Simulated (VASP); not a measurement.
Here is the system:

```
CELL_PARAMETERS angstrom
      0.00000     3.47911     3.47911
      3.47911     0.00000     3.47911
      3.47911     3.47911     0.00000
ATOMIC_POSITIONS crystal
  Sr 0.00000 0.00000 0.00000
  Cl 0.25000 0.25000 0.25000
  Cl 0.75000 0.75000 0.75000
```

All values below come from vdW-DF2, VASP's PBE PAW potentials (set 64) (plane waves; VASP). Settings: 520 eV cut-off, 6×6×6 Γ-centred mesh, Gaussian smearing of 0.050 eV, potentials Sr_sv Cl.

Question: Give the stress tensor in GPa (positive for a compressed cell).

Answer: 
```
2.60  0.00  0.00
0.00  2.60  0.00
0.00  0.00  2.60
```
The pressure is its mean diagonal, 2.60 GPa.

The compound is SrCl2 in the fluorite structure. This cell is one point of a volume scan, at 0.94 of the reference volume.
